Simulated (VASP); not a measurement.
## GW on Bi2Te3 (Tellurobismuthite): a test of the settings

How far does the GW correction to the gap of Bi2Te3 (Tellurobismuthite) depend on the settings? The starting structure is a measured crystal structure from the Crystallography Open Database. The atoms were first relaxed with LDA in that cell, in a run that isn't shown, and the relaxed structure is the one below.

Calculated with VASP 6.6.1; GW on LDA orbitals, with plane waves and PAW data sets made for GW.

**1. The structure**

It takes space group R-3m (No. 166, trigonal). Conventional cell: a = 4.386 Å, b = 4.386 Å, c = 30.497 Å, α = 90.00°, β = 90.00°, γ = 120.00°. Bi has 6 Te at 3.06 to 3.24 Å nearest. Te has 3 Bi at 3.06 Å nearest. Nearest to Te lie 6 Bi at 3.24 Å. Farther neighbours and most contacts between anions are not listed.

As a file:

```xyz
5
Lattice="-4.3860 0.0000 0.0000 2.1930 -3.7984 0.0000 2.1930 1.2661 10.1657" Properties=species:S:1:pos:R:3 pbc="T T T"
Bi    2.1930   -1.2661    8.1511
Bi   -2.1930   -1.2661    2.0146
Te    0.0000   -2.5323    3.7328
Te    0.0000    0.0000    6.4329
Te    0.0000    0.0000    0.0000
```

**2. G0W0 (response cutoff 100 eV, 4×4×4 mesh)**

It reads the orbitals and their derivatives (WAVECAR and WAVEDER) of a run with the empty bands, which follows a ground-state run; neither is shown.

Input file INCAR:

```
SYSTEM = Bi2Te3
PREC = Accurate
ENCUT = 300
ISMEAR = 0
SIGMA = 0.01
LREAL = .FALSE.
GGA = CA
NBANDS = 400
ALGO = EVGW0
NELMGW = 1
ENCUTGW = 100
NOMEGA = 40
PRECFOCK = Fast
NBANDSGW = 48
LWAVE = .FALSE.
LCHARG = .FALSE.
```

Input file POSCAR:

```
Bi2Te3
1.0
   -4.3860000000      0.0000000000      0.0000000000
    2.1930000000     -3.7983874210      0.0000000000
    2.1930000000      1.2661291403     10.1656666667
Bi Te
2 3
Direct
    0.2012148130      0.6006074065      0.8018222196
    0.7987851870      0.3993925935      0.1981777804
    0.5781308415      0.7890654207      0.3671962622
    0.4218691585      0.2109345793      0.6328037378
    0.0000000000      0.0000000000      0.0000000000
```

Input file KPOINTS:

```
Automatic mesh
0
Gamma
4 4 4
0 0 0
```

Potentials, in the order of the species: Bi_d_GW and Te_GW (LDA family, release 64).

Command:

```console
$ mpirun -np 16 vasp_std
```

The program printed:

```text
[banner, memory and clock lines left out]
running   16 mpi-ranks, on    1 nodes
 distrk:  each k-point on   16 cores,    1 groups
 distr:  one band on    1 cores,   16 groups

 POSCAR found type information on POSCAR BiTe
 POSCAR found :  2 types and       5 ions
|                                                                             |
|           W    W    AA    RRRRR   N    N  II  N    N   GGGG   !!!           |
|           W    W   A  A   R    R  NN   N  II  NN   N  G    G  !!!           |
|           W    W  A    A  R    R  N N  N  II  N N  N  G       !!!           |
|           W WW W  AAAAAA  RRRRR   N  N N  II  N  N N  G  GGG   !            |
|           WW  WW  A    A  R   R   N   NN  II  N   NN  G    G                |
|           W    W  A    A  R    R  N    N  II  N    N   GGGG   !!!           |
|                                                                             |
|     For optimal performance we recommend to set                             |
|       NCORE = 2 up to number-of-cores-per-socket                            |
|     NCORE specifies how many cores store one orbital (NPAR=cpu/NCORE).      |
|     This setting can greatly improve the performance of VASP for DFT.       |
|     The default, NCORE=1 might be grossly inefficient on modern             |
|     multi-core architectures or massively parallel machines. Do your        |
|     Unfortunately you need to use the default for GW and RPA                |
|     calculations (for HF NCORE is supported but not extensively tested      |
|     yet).                                                                   |
|                                                                             |

|                                                                             |
|           W    W    AA    RRRRR   N    N  II  N    N   GGGG   !!!           |
|           W    W   A  A   R    R  NN   N  II  NN   N  G    G  !!!           |
|           W    W  A    A  R    R  N N  N  II  N N  N  G       !!!           |
|           W WW W  AAAAAA  RRRRR   N  N N  II  N  N N  G  GGG   !            |
|           WW  WW  A    A  R   R   N   NN  II  N   NN  G    G                |
|           W    W  A    A  R    R  N    N  II  N    N   GGGG   !!!           |
|                                                                             |
|     The default for ENCUTGWSOFT is different in this version of VASP.       |
|     please manually set ENCUTGWSOFT =100 in the INCAR file.                 |
|                                                                             |

 LDA part: xc-table for (Slater(with rela. corr.)+CA(PZ))
 , standard interpolation
 found WAVECAR, reading the header
 POSCAR, INCAR and KPOINTS ok, starting setup
 FFT: planning ... GRIDC
 FFT: planning ... GRID_SOFT
 FFT: planning ... GRID
 reading WAVECAR
 the WAVECAR file was read successfully
 initial charge from wavefunction
 available memory per node:     16.98 GB, setting MAXMEM to     17385

 The Fermi energy was updated, please check that it is located mid-gap
 values below the HOMO (VB) or above the LUMO (CB) will cause erroneous energies
 E-fermi :   4.7023

 calculate exact exchange contribution
 the WAVEDER file was read successfully
|                                                                             |
|           W    W    AA    RRRRR   N    N  II  N    N   GGGG   !!!           |
|           W    W   A  A   R    R  NN   N  II  NN   N  G    G  !!!           |
|           W    W  A    A  R    R  N N  N  II  N N  N  G       !!!           |
|           W WW W  AAAAAA  RRRRR   N  N N  II  N  N N  G  GGG   !            |
|           WW  WW  A    A  R   R   N   NN  II  N   NN  G    G                |
|           W    W  A    A  R    R  N    N  II  N    N   GGGG   !!!           |
|                                                                             |
|     Automatic setting of frequency mesh for GW failed. Frequency mesh       |
|     properly not suitable for determining QP energies. Consider             |
|     increasing number of kpoints.                                           |
|                                                                             |

energies w=
    0.000    0.000    2.598    0.000    5.181    0.000    7.739    0.000
   10.259    0.000   12.734    0.000   15.160    0.000   17.535    0.000
   19.860    0.000   22.138    0.000   24.374    0.000   26.577    0.000
   28.754    0.000   30.914    0.000   33.069    0.000   35.228    0.000
   37.406    0.000   39.614    0.000   41.868    0.000   44.185    0.000
   46.582    0.000   49.083    0.000   51.710    0.000   54.495    0.000
   57.471    0.000   60.682    0.000   64.180    0.000   68.032    0.000
   72.321    0.000   77.158    0.000   82.685    0.000   89.097    0.000
   96.663    0.000  105.764    0.000  116.961    0.000  131.109    0.000
  149.582    0.000  174.738    0.000  210.970    0.000  267.536    0.000
 responsefunction array rank=     416
 LDA part: xc-table for (Slater(with rela. corr.)+CA(PZ))
 , standard interpolation

 min. memory requirement per mpi rank    352.1 MB, per node   5634.3 MB

 allocating   3 responsefunctions rank=   416
 shmem allocating  40 responsefunctions rank=   416
 response function shared by NCSHMEM nodes    1
 Doing            3  frequencies on each core in blocks of           40
NQ=   1    0.0000    0.0000    0.0000,
|.........|.........|.........|.........|.........|.........|.........|.........
 performed       1743000 updates of chi_q(r,r)
 total number of BLAS operations       2111.08 Gflops
NQ=   2    0.2500    0.0000    0.0000,
|.........|.........|.........|.........|.........|.........|.........|.........
 performed       4984000 updates of chi_q(r,r)
 total number of BLAS operations       6075.55 Gflops
NQ=   3    0.5000    0.0000    0.0000,
|.........|.........|.........|.........|.........|.........|.........|.........
 performed       7342000 updates of chi_q(r,r)
 total number of BLAS operations       8771.23 Gflops
NQ=   4    0.0000    0.2500    0.0000,
|.........|.........|.........|.........|.........|.........|.........|.........
 performed      10583000 updates of chi_q(r,r)
 total number of BLAS operations      12655.00 Gflops
NQ=   5    0.2500    0.2500    0.0000,
|.........|.........|.........|.........|.........|.........|.........|.........
 performed      14285000 updates of chi_q(r,r)
 total number of BLAS operations      16977.01 Gflops
NQ=   6    0.0000    0.5000    0.0000,
|.........|.........|.........|.........|.........|.........|.........|.........
 performed      16643000 updates of chi_q(r,r)
 total number of BLAS operations      19730.03 Gflops
NQ=   7    0.2500    0.5000    0.0000,
|.........|.........|.........|.........|.........|.........|.........|.........
 performed      19846000 updates of chi_q(r,r)
 total number of BLAS operations      23508.53 Gflops
NQ=   8    0.0000    0.0000    0.2500,
|.........|.........|.........|.........|.........|.........|.........|.........
 performed      21973000 updates of chi_q(r,r)
 total number of BLAS operations      26164.54 Gflops
NQ=   9    0.2500    0.0000    0.2500,
|.........|.........|.........|.........|.........|.........|.........|.........
 performed      25214000 updates of chi_q(r,r)
 total number of BLAS operations      30008.28 Gflops
NQ=  10    0.5000    0.0000    0.2500,
|.........|.........|.........|.........|.........|.........|.........|.........
 performed      28455000 updates of chi_q(r,r)
 total number of BLAS operations      33713.51 Gflops
NQ=  11    0.0000    0.2500    0.2500,
|.........|.........|.........|.........|.........|.........|.........|.........
 performed      31696000 updates of chi_q(r,r)
 total number of BLAS operations      37677.99 Gflops
NQ=  12    0.2500    0.2500    0.2500,
|.........|.........|.........|.........|.........|.........|.........|.........
 performed      35167000 updates of chi_q(r,r)
 total number of BLAS operations      41731.03 Gflops
NQ=  13    0.0000    0.0000    0.5000,
|.........|.........|.........|.........|.........|.........|.........|.........
 performed      36910000 updates of chi_q(r,r)
 total number of BLAS operations      44030.65 Gflops
 resolving degeneracies of screened two electron integrals

 calculate QP shifts <psi_nk| G(iteration)W_0 |psi_nk>: iteration 1
 entering main loop
```

It took 4.2 min on 16 MPI ranks of Intel Xeon 6975P-C (Granite Rapids), shared host; peak memory 6.6 GiB.

Lines that name or quote the potential files are left out of all logs, and their timing lines are given in words.

OUTCAR, selected parts (step 2):

```text
ion  position               nearest neighbor table
   1  0.201  0.601  0.802-   4 3.06   4 3.06   4 3.06   5 3.24   5 3.24   5 3.24
   2  0.799  0.399  0.198-   3 3.06   3 3.06   3 3.06   5 3.24   5 3.24   5 3.24
   3  0.578  0.789  0.367-   2 3.06   2 3.06   2 3.06
   4  0.422  0.211  0.633-   1 3.06   1 3.06   1 3.06
   5  0.000  0.000  0.000-   1 3.24   2 3.24   2 3.24   1 3.24   2 3.24   1 3.24

  LATTYP: Found a trigonal (rhomboedric) cell.
 ALAT       =    10.4763118882
 COS(alpha) =     0.9123624111

 Subroutine GETGRP returns: Found 12 space group operations
 (whereof 12 operations were pure point group operations)

The static configuration has the point symmetry D_3d.

 Found     13 irreducible k-points:

   k-points           NKPTS =     13   k-points in BZ     NKDIM =     64   number of bands    NBANDS=    400

   dimension x,y,z NGX =    28 NGY =   28 NGZ =   60
   dimension x,y,z NGXF=    56 NGYF=   56 NGZF=  120

   ENCUT  =  300.0 eV  22.05 Ry    4.70 a.u.   6.19  6.19 14.80*2*pi/ulx,y,z

   NELECT =      52.0000    total number of electrons

  energy-cutoff  :      300.00
  volume of cell :      169.36
      direct lattice vectors                 reciprocal lattice vectors
    -4.386000000  0.000000000  0.000000000    -0.227998176 -0.131634808  0.065580221
     2.193000000 -3.798387421  0.000000000     0.000000000 -0.263269617  0.032790111
     2.193000000  1.266129140 10.165666667     0.000000000  0.000000000  0.098370332

 k-points in reciprocal lattice and weights: Automatic mesh
   0.00000000  0.00000000  0.00000000       0.016
   0.25000000  0.00000000  0.00000000       0.094
   0.50000000  0.00000000  0.00000000       0.047
   0.00000000  0.25000000  0.00000000       0.094
   0.25000000  0.25000000  0.00000000       0.188
   0.00000000  0.50000000  0.00000000       0.047
   0.25000000  0.50000000  0.00000000       0.094
   0.00000000  0.00000000  0.25000000       0.031
   0.25000000  0.00000000  0.25000000       0.094
   0.50000000  0.00000000  0.25000000       0.094
   0.00000000  0.25000000  0.25000000       0.094
   0.25000000  0.25000000  0.25000000       0.094
   0.00000000  0.00000000  0.50000000       0.016

 E-fermi :   4.7023

 QP shifts <psi_nk| G(iteration)W_0 |psi_nk>: iteration 1
 for sc-GW calculations column KS-energies equals QP-energies in previous step
 and V_xc(KS)=  KS-energies - (<T + V_ion + V_H > + <T+V_H+V_ion>^1  + <V_x>^1)
 k-point   1 :       0.0000    0.0000    0.0000
  band No.  KS-energies  QP-energies   sigma(KS)   V_xc(KS)     V^pw_x(r,r')   Z            occupation Imag(sigma)
    ...
     23       2.9205       2.3048     -11.7582     -11.0258     -12.6342       0.8406       2.0000       0.5886
     24       3.7473       3.2423     -11.5035     -10.8999     -12.0798       0.8367       2.0000       0.4696
     25       3.7473       3.2423     -11.5035     -10.8999     -12.0798       0.8367       2.0000       0.4696
     26       4.5977       4.4316     -11.3475     -11.1496     -11.1345       0.8394       2.0000       0.2407
     27       4.8069       5.5458      -9.6345     -10.5054      -7.4773       0.8483       0.0000      -0.3959
     28       5.2645       5.9828      -9.9422     -10.7921      -7.6436       0.8453       0.0000      -0.4630
     29       5.2645       5.9828      -9.9422     -10.7921      -7.6436       0.8453       0.0000      -0.4630
     30       6.4841       7.4303      -9.4655     -10.5798      -6.5751       0.8491       0.0000      -0.6547
    ...

 k-point   2 :       0.2500    0.0000    0.0000
  band No.  KS-energies  QP-energies   sigma(KS)   V_xc(KS)     V^pw_x(r,r')   Z            occupation Imag(sigma)
    ...
     23       2.8038       2.3190     -11.2356     -10.6597     -11.8437       0.8419       2.0000       0.5166
     24       3.2395       2.8388     -11.3521     -10.8767     -11.8073       0.8429       2.0000       0.4581
     25       3.3902       2.8183     -11.4124     -10.7304     -12.1766       0.8386       2.0000       0.5430
     26       3.4130       2.9597     -11.1486     -10.6104     -11.5985       0.8422       2.0000       0.4710
     27       6.0857       6.9439      -9.8422     -10.8552      -7.2105       0.8472       0.0000      -0.5654
     28       6.3335       7.1964     -10.2027     -11.2216      -7.6520       0.8468       0.0000      -0.5659
     29       6.5847       7.5217     -10.2470     -11.3527      -7.5980       0.8475       0.0000      -0.5871
     30       7.0188       8.0312      -9.9228     -11.1160      -7.0561       0.8484       0.0000      -0.6675
    ...

 k-point   3 :       0.5000    0.0000    0.0000
  band No.  KS-energies  QP-energies   sigma(KS)   V_xc(KS)     V^pw_x(r,r')   Z            occupation Imag(sigma)
    ...
     23       2.6571       2.1164     -11.1803     -10.5388     -11.8512       0.8429       2.0000       0.5540
     24       2.7758       2.2900     -11.3620     -10.7861     -12.0002       0.8437       2.0000       0.5281
     25       3.1362       2.5173     -11.3165     -10.5793     -12.1533       0.8396       2.0000       0.5735
     26       3.6690       3.2265     -11.3710     -10.8442     -11.7499       0.8400       2.0000       0.4266
     27       5.5387       6.2699      -9.4246     -10.2873      -7.0796       0.8475       0.0000      -0.4757
     28       6.0436       6.8573      -9.2780     -10.2366      -6.5804       0.8489       0.0000      -0.5833
     29       6.6600       7.5752     -10.0791     -11.1588      -7.4136       0.8476       0.0000      -0.6112
     30       7.2616       8.3145      -9.7425     -10.9810      -6.7551       0.8502       0.0000      -0.7037
    ...

 k-point   4 :       0.0000    0.2500    0.0000
  band No.  KS-energies  QP-energies   sigma(KS)   V_xc(KS)     V^pw_x(r,r')   Z            occupation Imag(sigma)
    ...
     23       2.6129       2.1007     -11.2023     -10.5954     -11.8454       0.8440       2.0000       0.5419
     24       3.6563       3.1393     -11.5755     -10.9580     -12.2187       0.8372       2.0000       0.4952
     25       3.7344       3.3932     -11.3883     -10.9818     -11.6716       0.8392       2.0000       0.3851
     26       4.0173       3.6784     -11.4518     -11.0482     -11.6620       0.8399       2.0000       0.3812
     27       5.5894       6.3727      -9.7047     -10.6294      -7.3207       0.8470       0.0000      -0.4837
     28       6.0401       6.8862     -10.0329     -11.0318      -7.5318       0.8471       0.0000      -0.5263
     29       6.0907       6.9305      -9.9640     -10.9558      -7.4363       0.8468       0.0000      -0.5513
     30       7.0816       8.0994      -9.7864     -10.9848      -6.8561       0.8493       0.0000      -0.6829
    ...

[... 4 further parts left out ...]
```

G0W0 (response cutoff 100 eV, 4×4×4 mesh): the quasiparticle gap on this mesh is 1.114 eV, +0.905 eV from the LDA gap on the same points, with 400 bands.

(Part 1 of 2 ends here.)

[Lines on the potential files, build, host, timing and source positions are cut from VASP's logs without a mark.]

[Logs are printed without paths, hosts, clocks, repeated set-up lines and the standing remarks that a program may print on its own settings, such as how far it seeks lower states.]

[Hosts, paths, dates, database ids (printed as entryN), source tags and the programs' standing remarks are cut or masked in the printed files.]
